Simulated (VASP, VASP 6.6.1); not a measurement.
# Lattice constant of ceria: PBEsol meets a 1 % target without a Hubbard term

## Experimental context

The reference is a cubic lattice constant of 5.41168 Å, obtained by synchrotron powder diffraction on a NIST standard powder and averaged over 17 weeks of measurements ("New synchrotron powder diffraction facility for long-duration experiments", 2017, PubMed Central 5294393). The wavelength was recalibrated for each run, possibly on the same standard, so I do not treat the value as fully independent of the certified one. A well-crystallised powder at 90 K gave 5.40512 Å by Rietveld refinement ("Structure and Surface Relaxation of CeO2 Nanoparticles Unveiled by Combining Real and Reciprocal Space Total Scattering Analysis", 2022, PubMed Central 9565251). For the volume of the conventional cell I use 158.4 ± 0.2 Å³, the zero-pressure parameter of an equation of state fitted to single-crystal data under pressure ("Pressure Induced Stability Enhancement of Cubic Nanostructured CeO2", 2020, PubMed Central 7221606).

| compared with | measured | source's wording or label | T (K) | method |
| --- | --- | --- | --- | --- |
| lattice constant a of the conventional cell (Å) | 5.40512 | cubic cell constant a, well-crystallised sample | 90 | synchrotron powder XRD, Rietveld refinement |
| volume of the conventional cell (Å³) | 158.4 ± 0.2 | V0 of conventional cubic cell from third-order Birch-Murnaghan fit | – | high-pressure single-crystal XRD, EOS fit |
| lattice constant a of the conventional cell (Å) | 5.41168 | cubic a, average of weekly measurements over 17 weeks | – | synchrotron X-ray powder diffraction, refinement * |

Where a quantity has several values, deviations refer to the one marked *.

Conditions are those given with the value in the passage it was taken from; "not stated" means there, and the paper may say more elsewhere. The values are a selection: others may have been left out beforehand as unlike or outlying.

## Aim and plan

I want the cheapest level of theory that gives the lattice constant of bulk ceria within 1 % and the volume of the conventional cell within 2 %. In a cubic crystal the volume error is about three times the length error, so the volume condition is the stricter one: it allows roughly 0.7 % in length. That is tight enough to expose the usual errors of semilocal functionals, which reach about 1 % in either direction, and wide enough to cover what static nuclei leave out. Thermal expansion and zero-point motion together should make the measured cell longer than the static one by a few tenths of a per cent.

The model is the defect-free fluorite crystal in a six-atom cell with two Ce atoms, which lets the starting moments alternate. With formally empty 4f states these moments should vanish; a surviving moment would signal a different electronic state. The relaxation starts from a diffraction cell stretched by 3 % in volume, so the functional has to find its own way back.

I begin with a semilocal functional on a coarse mesh, then test mesh and cutoff, and only then compare functionals. A Hubbard term on Ce 4f or a meta-GGA comes in if the simpler levels call for it.

System: CeO2, space group Fm-3m (Cerianite); Fm-3m (No. 225), 6 atoms in the cell; conventional a = 5.411 A, from a published structure refinement (COD).

On the selection of runs and values: 2 further cited values are not listed: repeats, values quoted from earlier work, more than five for one quantity or six quantities, or quantities that fewer than three runs give.

## 1. PBEsol on a coarse mesh

PBEsol was built with the lattice constants of solids in mind and costs about as much as any other GGA. For an insulator with a wide gap a 4×4×4 mesh may already be enough, so I start there, with a cutoff of 520 eV. I expect a cell slightly shorter than the measured one and no moment on Ce.

**Run 1.** VASP 6.6.1: PBEsol, alternating starting moments; 520 eV, 4x4x4 k mesh; cell and atoms relaxed, relaxed twice, LASPH on.

Key lines of the input:
```
ALGO = Normal
AMIX = 0.2
AMIX_MAG = 0.8
BMIX = 1E-04
BMIX_MAG = 1E-04
EDIFF = 1E-06
EDIFFG = -0.006
ENCUT = 520
GGA = PS
IBRION = 2
ISIF = 3
ISMEAR = 0
ISPIN = 2
LASPH = .TRUE.
LMAXMIX = 6
MAGMOM = 1 -1 0 0 0 0
NBANDS = 33
NELM = 150
NSW = 50
PREC = Accurate
SIGMA = 0.03
KPOINTS: Gamma, 4 4 4
PAW data sets: Ce O (PBE 64)
```

Command:
```
mpirun -np 8 vasp_std
```

Selected lines of the output:
```
   3 F= -.55093731E+02 E0= -.55093731E+02  d E =-.621050E-01  mag=    -0.0000
  external PRESSURE =       0.0050906 kB  Pullay stress =       0.0000000 kB
  volume of cell :       78.63
```

Converged; 2.8 min on 8 cores of Intel Xeon Platinum 8375C at 2.90GHz (Ice Lake), shared host.

| quantity | run 1 | measured | deviation |
| --- | --- | --- | --- |
| lattice constant a of the conventional cell (Å) | 5.3976 | 5.41168 | −0.0141 (−0.3 %) |
| volume of the conventional cell (Å³) | 157.25 | 158.4 ± 0.2 | −1.15 (−0.7 %) |
| largest moment in a PAW sphere (μB) | 0 |  |  |
| space group at the end | Fm-3m |  |  |
| pressure left at the end (GPa) | 0.00051 |  |  |

PBEsol brings the stretched cell back to 5.3976 Å, 0.3 % short of the reference, and the volume comes out 0.7 % small. Both lie inside the target with room to spare. The alternating starting moments have vanished, which fits formally empty 4f states, and the cubic symmetry is intact.

The sign needs attention. No temperature is given with the reference value; I take it to be room temperature. A static cell should be somewhat shorter than such a measured one, so part of the shortfall belongs to the missing nuclear motion and not to the functional.

## 2. Mesh and cutoff for PBEsol

Before I credit the functional I need to know what the numerical settings contribute. I repeat the relaxation on an 8×8×8 mesh at 520 eV, which tests the mesh alone, and then on that mesh at 400 and 680 eV, which tests the cutoff from both sides. I expect the mesh to matter little in a wide-gap insulator. The 400 eV run is the more doubtful one, because oxygen 2p states need a fairly high cutoff; if it holds, the level becomes cheaper still.

**Run 2.** VASP 6.6.1: PBEsol, alternating starting moments; 520 eV, 8x8x8 k mesh; cell and atoms relaxed, relaxed twice, LASPH on.

Key lines of the input, as changed from run 1:
```diff
- KPOINTS: Gamma, 4 4 4
+ KPOINTS: Gamma, 8 8 8
```

Selected lines of the output:
```
  volume of cell :       78.63
```

Converged; 6.3 min, same machine.

**Run 3.** VASP 6.6.1: PBEsol, alternating starting moments; 400 eV, 8x8x8 k mesh; cell and atoms relaxed, relaxed twice, LASPH on.

Key lines of the input, as changed from run 2:
```diff
- ENCUT = 520
+ ENCUT = 400
```

Selected lines of the output:
```
  external PRESSURE =       0.0360621 kB  Pullay stress =       0.0000000 kB
  volume of cell :       76.69
```

Converged; 6.3 min, same machine.

**Run 4.** VASP 6.6.1: PBEsol, alternating starting moments; 680 eV, 8x8x8 k mesh; cell and atoms relaxed, relaxed twice, LASPH on.

Key lines of the input, as changed from run 2:
```diff
- ENCUT = 520
+ ENCUT = 680
```

Selected lines of the output:
```
  volume of cell :       78.57
```

Converged; 11 min, same machine.

| quantity | run 2 | run 3 | run 4 | measured |
| --- | --- | --- | --- | --- |
| lattice constant a of the conventional cell (Å) | 5.3977 | 5.3529 | 5.3963 | 5.41168 |
| volume of the conventional cell (Å³) | 157.26 | 153.38 | 157.14 | 158.4 ± 0.2 |
| largest moment in a PAW sphere (μB) | 0 | 0 | 0 |  |
| space group at the end | Fm-3m | Fm-3m | Fm-3m |  |
| pressure left at the end (GPa) | −0.05956 | 0.00361 | −0.03781 |  |

The mesh is settled: going from 4×4×4 to 8×8×8 moves the lattice constant by only 0.0001 Å. Raising the cutoff from 520 to 680 eV shortens it by 0.0014 Å, far below the target.

The 400 eV run is a different matter. It gives 5.3529 Å, which misses the 1 % limit on length narrowly and the 2 % limit on volume clearly, at 153.38 Å³. Its final pressure is nevertheless close to zero, even after the second relaxation. The usual cause is the Pulay error: the stress is balanced within a basis that is too small, which pulls the cell inwards. A vanishing pressure therefore says nothing about whether the cutoff suffices, and the zero "Pullay stress" in the output line only echoes an input setting and does not measure this error. I keep 520 eV, and the 4×4×4 mesh is enough for PBEsol.

## 3. LDA and PBE for comparison

PBEsol passes, but LDA and PBE belong to the same cost class, and I want to know whether the choice among them matters for this target. I run both at 520 eV on the 8×8×8 mesh. From their usual errors I expect LDA to give a cell about 1 % too short and PBE one up to 1 % too long, which would put both near or beyond the volume limit.

**Run 5.** VASP 6.6.1: LDA, alternating starting moments; 520 eV, 8x8x8 k mesh; cell and atoms relaxed, relaxed twice, LASPH on.

Key lines of the input, as changed from run 2:
```diff
- GGA = PS
+ GGA = CA
- PAW data sets: Ce O (PBE 64)
+ PAW data sets: Ce O (LDA 64)
```

Selected lines of the output:
```
  volume of cell :       77.09
```

Converged; 7.7 min, same machine.

**Run 6.** VASP 6.6.1: PBE, alternating starting moments; 520 eV, 8x8x8 k mesh; cell and atoms relaxed, LASPH on.

Key lines of the input, as changed from run 2:
```diff
- GGA = PS
+ GGA = PE
```

Selected lines of the output:
```
  volume of cell :       81.54
```

Converged; 3 min, same machine.

| quantity | run 5 | run 6 | measured |
| --- | --- | --- | --- |
| lattice constant a of the conventional cell (Å) | 5.3622 | 5.4635 | 5.41168 |
| volume of the conventional cell (Å³) | 154.18 | 163.09 | 158.4 ± 0.2 |
| largest moment in a PAW sphere (μB) | 0 | 0 |  |
| space group at the end | Fm-3m | Fm-3m |  |
| pressure left at the end (GPa) | 0.00782 | −0.00342 |  |

LDA and PBE err in opposite directions and by nearly the same amount. LDA gives 5.3622 Å, 0.9 % short, and PBE 5.4635 Å, 1.0 % long. Both pass the 1 % limit on length narrowly, but the volumes, 154.18 and 163.09 Å³, are off by 2.7 and 3.0 % and miss the stricter condition. PBEsol lies between them and meets both conditions at no higher class of cost, so the choice of functional does matter here.

## 4. A Hubbard term on Ce 4f

The 4f states of ceria are only formally empty: they mix with oxygen 2p, and semilocal functionals tend to exaggerate such covalency. Calculations on reduced ceria usually add a Hubbard term to localise the Ce³⁺ electrons, so it is useful to know what that term does to the perfect crystal. I add 6 eV on Ce to PBEsol and to LDA. Pushing the 4f states up should weaken their share in the bonding and lengthen the cell, which could bring LDA inside the volume limit and carry PBEsol past the reference.

**Run 7.** VASP 6.6.1: PBEsol+U (Ce 6 eV), alternating starting moments; 520 eV, 8x8x8 k mesh; cell and atoms relaxed, LASPH on.

Key lines of the input, as changed from run 2:
```diff
+ LDAU = .TRUE.
+ LDAUJ = 0 0
+ LDAUL = 3 -1
+ LDAUTYPE = 2
+ LDAUU = 6 0
```

Selected lines of the output:
```
   3 F= -.50581725E+02 E0= -.50581725E+02  d E =-.398384E-02  mag=    -0.0000
  volume of cell :       80.88
```

Converged; 4.4 min, same machine.

**Run 8.** VASP 6.6.1: LDA+U (Ce 6 eV), alternating starting moments; 520 eV, 8x8x8 k mesh; cell and atoms relaxed, relaxed twice, LASPH on.

Key lines of the input, as changed from run 7:
```diff
- GGA = PS
+ GGA = CA
- PAW data sets: Ce O (PBE 64)
+ PAW data sets: Ce O (LDA 64)
```

Selected lines of the output:
```
   3 F= -.53001859E+02 E0= -.53001859E+02  d E =-.375106E-01  mag=    -0.0000
  volume of cell :       79.44
```

Converged; 11 min, same machine.

| quantity | run 7 | run 8 | measured |
| --- | --- | --- | --- |
| lattice constant a of the conventional cell (Å) | 5.4486 | 5.4161 | 5.41168 |
| volume of the conventional cell (Å³) | 161.75 | 158.88 | 158.4 ± 0.2 |
| largest moment in a PAW sphere (μB) | 0 | 0 |  |
| space group at the end | Fm-3m | Fm-3m |  |
| pressure left at the end (GPa) | −0.00888 | −0.05425 |  |

The Hubbard term lengthens the cell by about the same amount in both functionals, 0.051 Å for PBEsol (run 7 against run 2) and 0.054 Å for LDA (run 8 against run 5). The direction fits the argument that less 4f admixture weakens the bonding. No moment appears, so the 4f shell stays formally empty.

For LDA the shift removes the shortfall: 5.4161 Å is 0.1 % above the reference, and the volume passes as well. This rests on an overbinding functional offset by a repulsive correction of chosen size, so I do not read the closeness as a sign of better physics. PBEsol+U overshoots to 5.4486 Å. Its length passes, but its volume of 161.75 Å³ is about 2.1 % above the measured value. The upper end of the measured uncertainty would bring it just inside the limit, so I leave that call undecided. For the perfect crystal, PBEsol gains nothing from a term of 6 eV; other values of U are not shown in this report.

## 5. A denser mesh for plain PBEsol

Plain PBEsol is the simplest level that meets both conditions, so the verdict will rest on it. The cutoff has been checked upwards, and I now take the mesh one step further, to 10×10×10 at 520 eV. After the tiny change between the first two meshes I expect no movement that matters.

**Run 9.** VASP 6.6.1: PBEsol, alternating starting moments; 520 eV, 10x10x10 k mesh; cell and atoms relaxed, relaxed twice, LASPH on.

Key lines of the input, as changed from run 1:
```diff
- KPOINTS: Gamma, 4 4 4
+ KPOINTS: Gamma, 10 10 10
```

Selected lines of the output:
```
  volume of cell :       78.62
```

Converged; 10 min, same machine.

| quantity | run 9 | measured | deviation |
| --- | --- | --- | --- |
| lattice constant a of the conventional cell (Å) | 5.3975 | 5.41168 | −0.0141 (−0.3 %) |
| volume of the conventional cell (Å³) | 157.25 | 158.4 ± 0.2 | −1.15 (−0.7 %) |
| largest moment in a PAW sphere (μB) | 0 |  |  |
| space group at the end | Fm-3m |  |  |
| pressure left at the end (GPa) | −0.00484 |  |  |

The 10×10×10 mesh gives 5.3975 Å, within 0.0002 Å of both coarser meshes. Differences this small can come from where each relaxation happens to stop, so I read no trend into them. The 4×4×4 mesh is sufficient for PBEsol at this target, and the remaining shortfall of 0.3 % does not come from the sampling of the Brillouin zone.

With mesh and cutoff both checked for plain PBEsol, and both conditions met, I end the series here. A dearer functional is not needed for the accuracy I set out to reach.

## Overview

| run | settings | lattice constant a of the conventional cell (Å) | deviation | volume of the conventional cell (Å³) | deviation | cost |
| --- | --- | --- | --- | --- | --- | --- |
| 1 | PBEsol, 520 eV, 4x4x4 k mesh, relaxed twice | 5.3976 | −0.0141 (−0.3 %) | 157.25 | −1.15 (−0.7 %) | 22 core-min |
| 2 | PBEsol, 520 eV, 8x8x8 k mesh, relaxed twice | 5.3977 | −0.0140 (−0.3 %) | 157.26 | −1.14 (−0.7 %) | 51 core-min |
| 3 | PBEsol, 400 eV, 8x8x8 k mesh, relaxed twice | 5.3529 | −0.0587 (−1.1 %) | 153.38 | −5.02 (−3.2 %) | 50 core-min |
| 4 | PBEsol, 680 eV, 8x8x8 k mesh, relaxed twice | 5.3963 | −0.0154 (−0.3 %) | 157.14 | −1.26 (−0.8 %) | 1.5 core-h |
| 5 | LDA, 520 eV, 8x8x8 k mesh, relaxed twice | 5.3622 | −0.0495 (−0.9 %) | 154.18 | −4.22 (−2.7 %) | 61 core-min |
| 6 | PBE, 520 eV, 8x8x8 k mesh | 5.4635 | +0.0518 (+1.0 %) | 163.09 | +4.69 (+3.0 %) | 24 core-min |
| 7 | PBEsol+U (Ce 6 eV), 520 eV, 8x8x8 k mesh | 5.4486 | +0.0369 (+0.7 %) | 161.75 | +3.35 (+2.1 %) | 35 core-min |
| 8 | LDA+U (Ce 6 eV), 520 eV, 8x8x8 k mesh, relaxed twice | 5.4161 | +0.0044 (+0.1 %) | 158.88 | +0.48 (+0.3 %) | 86 core-min |
| 9 | PBEsol, 520 eV, 10x10x10 k mesh, relaxed twice | 5.3975 | −0.0141 (−0.3 %) | 157.25 | −1.15 (−0.7 %) | 83 core-min |
|  | measured | 5.41168 |  | 158.4 ± 0.2 |  |  |

Further runs on the same system, made beside this series (convergence steps with loose settings among them):

| further | settings | lattice constant a of the conventional cell (Å) | deviation | volume of the conventional cell (Å³) | deviation | cost |
| --- | --- | --- | --- | --- | --- | --- |
| F1 | r2SCAN, 520 eV, 8x8x8 k mesh, relaxed twice | 5.4348 | +0.0231 (+0.4 %) | 160.52 | +2.12 (+1.3 %) | 2.7 core-h |
| F2 | PBEsol + D3(BJ), 520 eV, 8x8x8 k mesh, relaxed twice | 5.3684 | −0.0433 (−0.8 %) | 154.71 | −3.69 (−2.3 %) | 44 core-min |
|  | measured | 5.41168 |  | 158.4 ± 0.2 |  |  |

## Assessment

Plain PBEsol meets the target. At 520 eV on a 4×4×4 mesh it gives a lattice constant 0.3 % below the reference and a volume 0.7 % below the measured one, for 22 core-minutes. Denser meshes leave this unchanged, and on the 8×8×8 mesh a cutoff of 680 eV shortens the cell by only 0.0014 Å (run 4 against run 2).

The cutoff test mattered most. At 400 eV the same functional fails both conditions, although the pressure left at the end is almost zero. The 10×10×10 mesh only confirmed what the coarser ones had shown.

LDA and PBE pass narrowly on length but fail on volume, with errors of opposite sign. LDA+U comes closest to the reference, through a cancellation: the Hubbard term lengthens a cell that LDA makes too short. The same term takes PBEsol to the edge of the volume limit, where the call stays undecided. Adding D3(BJ) to PBEsol shortens the cell further and fails on volume. r2SCAN passes both conditions with a cell 0.4 % too long, so the dearer functional brings no gain for this target.

The shortfall of PBEsol has the sign and rough size expected from the missing thermal expansion and zero-point motion; a calculation of either is not shown in this report. Allowing for them would bring PBEsol closer to experiment and widen the misses of PBE, r2SCAN and both +U levels. It would also help the levels that fall short: a few tenths of a per cent in length is up to about 1 % in volume, which could bring LDA and PBEsol with D3(BJ) to or inside the volume limit, so their failure holds only for the uncorrected comparison.

Agreement in the lattice constant alone does not prove that PBEsol is right for the right reason. The cell responds clearly to the Hubbard term, which suggests that the 4f admixture affects the bonding, and an exaggerated covalency could be offsetting another error. The result holds for the perfect crystal; reduced ceria, with localised 4f electrons, is a separate problem.

[Logs are printed without paths, hosts, clocks, repeated set-up lines and the standing remarks that a program may print on its own settings, such as how far it seeks lower states.]

[The runs shown are a pick from a larger set of finished runs; failed, doubtful and other runs were left out of it ahead of writing. So were measured values far from every level or from commonly accepted values, and agreement can look better than it is. Lines of input and output are excerpts and may be shortened.]
